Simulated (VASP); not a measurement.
Method: PBE GGA, VASP's PBE PAW potentials (set 64) (plane waves; VASP).

A VASP calculation is set up with these files.

### INCAR
```
ALGO=Normal
EDIFF=1E-6
ENCUT=300
GGA=PE
ISIF=2
ISMEAR=0
LASPH=T
LCHARG=F
LMAXMIX=4
LREAL=F
LWAVE=F
NELM=100
PREC=Accurate
SIGMA=0.1
SYSTEM=Tl
```

File KPOINTS:
```
Automatic mesh
0
Gamma
7 7 4
0 0 0
```

**POSCAR**
```
Tl
1
    1.7370930000    -3.0087330000     0.0000000000
    1.7370930000     3.0087330000     0.0000000000
    0.0000000000     0.0000000000     5.5426320000
Tl
2
Direct
  0.3333330000   0.6666670000   0.2500000000
  0.6666670000   0.3333330000   0.7500000000
```

POTCAR, in this order: Tl_d (PBE.64 set). Program: vasp_std.

What will the output report for the number of irreducible k-points (NKPTS), largest plane-wave count, number of space-group operations, FFT grid (NGX, NGY, NGZ)?

- number of irreducible k-points (NKPTS): 24
- largest plane-wave count: 695
- number of space-group operations: 24
- FFT grid (NGX, NGY, NGZ): 20 × 20 × 32

The structure is a typed Tl crystal (P6_3/mmc). The cell was not relaxed at this level.
